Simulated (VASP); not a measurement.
Method: PBEsol GGA, VASP's PBE PAW potentials (set 64) (plane waves; VASP).

A VASP calculation is set up with these files.

POSCAR:
```
CuAu
1.0
  2.7566559156   0.0000000000   0.0000000000
  0.0000000000   2.7566559156   0.0000000000
  0.0000000000   0.0000000000   3.6405043965
Cu Au
1 1
Direct
  0.0000000000   0.0000000000   0.0000000000
  0.5000000000   0.5000000000   0.5000000000
```

### INCAR
```
EDIFFG = -0.02   ! ionic stop
LWAVE = .FALSE.
GGA = PS   ! PBEsol
IBRION = 2   ! conjugate gradients
PREC = Accurate
LREAL = .FALSE.   ! projection in real space or not
ALGO = Normal
SIGMA = 0.1   ! width (eV)
ISIF = 3   ! ions, shape and volume
LASPH = .TRUE.   ! aspherical one-centre terms
PSTRESS = 100
SYSTEM = CuAu
LMAXMIX = 6
LCHARG = .FALSE.
ENCUT = 500   ! plane-wave cut-off (eV)
NELM = 100   ! most electronic steps
ISMEAR = 1
NSW = 40
EDIFF = 1E-6   ! SCF stop (eV)
```

File KPOINTS:
```
Automatic mesh
0
Gamma
13 13 10
0 0 0
```

POTCAR, in this order: Cu Au (PBE.64 set). Program: vasp_std.

What VASP printed:

OSZICAR:
```
       N       E                     dE             d eps       ncg     rms          rms(c)
DAV:   1     0.124013483912E+03    0.12401E+03   -0.11259E+04  5352   0.206E+03
DAV:   2    -0.539193919250E+01   -0.12941E+03   -0.12368E+03  5159   0.326E+02
DAV:   3    -0.952571323750E+01   -0.41338E+01   -0.40675E+01  6302   0.689E+01
DAV:   4    -0.956888557340E+01   -0.43172E-01   -0.43165E-01  5730   0.591E+00
DAV:   5    -0.957016992472E+01   -0.12844E-02   -0.12843E-02  7581   0.113E+00    0.136E+01
DAV:   6    -0.887346888689E+01    0.69670E+00   -0.10147E+01  5124   0.945E+01    0.597E+00
DAV:   7    -0.842581166907E+01    0.44766E+00   -0.38577E+00  6254   0.989E+01    0.647E+00
DAV:   8    -0.835143269515E+01    0.74379E-01   -0.34964E-01  6742   0.158E+01    0.292E+00
DAV:   9    -0.834367444471E+01    0.77583E-02   -0.21880E-02  7766   0.277E+00    0.171E-01
DAV:  10    -0.834313796476E+01    0.53648E-03   -0.36134E-03  7217   0.115E+00    0.713E-02
DAV:  11    -0.834313485220E+01    0.31126E-05   -0.71404E-05  7386   0.117E-01    0.482E-02
DAV:  12    -0.834313025175E+01    0.46005E-05   -0.41397E-06  5497   0.752E-02    0.228E-03
DAV:  13    -0.834313028719E+01   -0.35446E-07   -0.59259E-07  3228   0.171E-02
   1 F= -.66164334E+01 E0= -.66164568E+01  d E =-.661643E+01
       N       E                     dE             d eps       ncg     rms          rms(c)
DAV:   1    -0.959909090664E+01   -0.12560E+01   -0.20414E+01  5120   0.942E+01    0.985E+00
DAV:   2    -0.894155196589E+01    0.65754E+00   -0.12992E+01  5099   0.111E+02    0.540E+00
DAV:   3    -0.823993994287E+01    0.70161E+00   -0.36407E+00  6057   0.994E+01    0.236E+00
DAV:   4    -0.822697925391E+01    0.12961E-01   -0.17825E-01  7148   0.664E+00    0.137E+00
DAV:   5    -0.821886275950E+01    0.81165E-02   -0.40202E-02  7780   0.618E+00    0.268E-01
DAV:   6    -0.821767600109E+01    0.11868E-02   -0.83203E-03  7707   0.297E+00    0.598E-02
DAV:   7    -0.821769468030E+01   -0.18679E-04   -0.57359E-04  6582   0.836E-01    0.477E-02
DAV:   8    -0.821767487599E+01    0.19804E-04   -0.13949E-04  6205   0.444E-01    0.878E-03
DAV:   9    -0.821767382570E+01    0.10503E-05   -0.69844E-06  6353   0.789E-02    0.257E-03
DAV:  10    -0.821767385061E+01   -0.24912E-07   -0.22180E-07  2863   0.588E-03
   2 F= -.65953875E+01 E0= -.65952152E+01  d E =0.210460E-01
       N       E                     dE             d eps       ncg     rms          rms(c)
DAV:   1    -0.884021306515E+01   -0.62254E+00   -0.86621E+00  5160   0.653E+01    0.533E+00
DAV:   2    -0.846285465895E+01    0.37736E+00   -0.30498E+00  5090   0.604E+01    0.259E+00
DAV:   3    -0.835846052473E+01    0.10439E+00   -0.14668E+00  5499   0.384E+01    0.250E+00
DAV:   4    -0.832243837665E+01    0.36022E-01   -0.83270E-02  6468   0.115E+01    0.131E+00
DAV:   5    -0.831530411268E+01    0.71343E-02   -0.41993E-02  7045   0.745E+00    0.364E-01
DAV:   6    -0.831434906059E+01    0.95505E-03   -0.61127E-03  7735   0.238E+00    0.372E-02
DAV:   7    -0.831434496357E+01    0.40970E-05   -0.20485E-04  7704   0.322E-01    0.114E-02
DAV:   8    -0.831434184582E+01    0.31177E-05   -0.81978E-06  7852   0.408E-02    0.258E-03
DAV:   9    -0.831434180759E+01    0.38230E-07   -0.12120E-06  2856   0.398E-02
   3 F= -.66261199E+01 E0= -.66261061E+01  d E =-.968651E-02
       N       E                     dE             d eps       ncg     rms          rms(c)
DAV:   1    -0.831344538070E+01    0.89647E-03   -0.19764E-03  5191   0.948E-01    0.872E-02
DAV:   2    -0.831336788627E+01    0.77494E-04   -0.94742E-04  5111   0.999E-01    0.475E-02
DAV:   3    -0.831332470408E+01    0.43182E-04   -0.39492E-04  5457   0.735E-01    0.329E-02
DAV:   4    -0.831331917589E+01    0.55282E-05   -0.18273E-05  6996   0.137E-01    0.170E-02
DAV:   5    -0.831331825020E+01    0.92568E-06   -0.45458E-06  4937   0.709E-02
   4 F= -.66261204E+01 E0= -.66261050E+01  d E =-.968701E-02
       N       E                     dE             d eps       ncg     rms          rms(c)
DAV:   1    -0.831355539838E+01   -0.23622E-03   -0.16796E-02  5614   0.123E+00    0.120E-01
DAV:   2    -0.831332573779E+01    0.22966E-03   -0.24662E-04  7328   0.336E-01    0.683E-02
DAV:   3    -0.831323200132E+01    0.93736E-04   -0.14659E-04  7472   0.363E-01    0.303E-02
DAV:   4    -0.831321982308E+01    0.12178E-04   -0.81215E-05  6146   0.318E-01    0.122E-02
DAV:   5    -0.831321890928E+01    0.91380E-06   -0.64778E-06  5623   0.814E-02
   5 F= -.66262279E+01 E0= -.66261935E+01  d E =-.107459E-03
```

OUTCAR:
```
------------------------ aborting loop because EDIFF is reached ----------------------------------------
  FORCE on cell =-STRESS in cart. coord.  units (eV):
  Direction    XX          YY          ZZ          XY          YZ          ZX
  --------------------------------------------------------------------------------------
  Total        1.7218428      1.7218428      1.6541888      0.0000000      0.0000000     -0.0000000
  in kB      102.0659158    102.0659158     98.0555773      0.0000000      0.0000000     -0.0000000
  external PRESSURE =       0.7291363 kB  Pullay stress =     100.0000000 kB
  volume of cell :       27.03
      direct lattice vectors                 reciprocal lattice vectors
     2.737546061  0.000000000  0.000000000     0.365290657  0.000000000  0.000000000
     0.000000000  2.737546061  0.000000000    -0.000000000  0.365290657  0.000000000
    -0.000000000 -0.000000000  3.606620785    -0.000000000  0.000000000  0.277267853
 POSITION                                       TOTAL-FORCE (eV/Angst)
 -----------------------------------------------------------------------------------
      0.00000      0.00000      0.00000         0.000000      0.000000      0.000000
      1.36877      1.36877      1.80331        -0.000000     -0.000000      0.000000
 -----------------------------------------------------------------------------------
    total drift:                               -0.000000      0.000000      0.000000
  FREE ENERGIE OF THE ION-ELECTRON SYSTEM (eV)
  ---------------------------------------------------
  free  energy   TOTEN  =        -8.3132189093 eV

  energy  without entropy=       -8.3131157539  energy(sigma->0) =       -8.31318452
  enthalpy is  TOTEN    =        -6.6262278952 eV   P V=        1.6869910141

 reached required accuracy - stopping structural energy minimisation
```
(Selected blocks of OUTCAR.)

CONTCAR:
```
CuAu
   1.00000000000000
     2.7375460611349545    0.0000000000000000    0.0000000000000000
     0.0000000000000000    2.7375460611349545    0.0000000000000000
    -0.0000000000000000   -0.0000000000000000    3.6066207853555814
  Cu              Au
     1     1
Direct
     0.0000000000000000    0.0000000000000000    0.0000000000000000
     0.5000000000000000    0.5000000000000000    0.5000000000000000
```

Energy and stress use the plane-wave basis of the starting cell.

The compound is CuAu in the L1_0 structure. This run relaxes it under an external pressure of 10 GPa. Symmetry was kept, so distortions that lower it aren't found.
